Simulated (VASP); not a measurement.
Given:

```xyz
1
Lattice="0.0000 2.7948 2.7948 2.7948 0.0000 2.7948 2.7948 2.7948 0.0000" Properties=species:S:1:pos:R:3 pbc="T T T"
Yb     0.0000     0.0000     0.0000
```

Level of theory: PBE GGA, VASP's PBE PAW potentials (set 64) (plane waves; VASP). Numerical set-up: 150 eV cut-off, 10×10×10 Γ-centred mesh, first-order Methfessel-Paxton smearing of 0.10 eV, potentials Yb_2.

The 4f electrons are frozen in the core of the lanthanide potential, so 4f levels, which can set the real gap, and their magnetism are missing. At this cut-off the stress carries a Pulay error, which pulls relaxed volumes low.

**Question.** Give the stress tensor in GPa (positive for a compressed cell).

**Answer.** 
```
-1.32   0.00   0.00
 0.00  -1.32   0.00
 0.00   0.00  -1.32
```
The pressure is its mean diagonal, -1.32 GPa.

The compound is Yb in the fcc structure. The cell was not relaxed at this level. The run is one of a series of settings (ENCUT = 150 against the base run), some of them coarse on purpose.
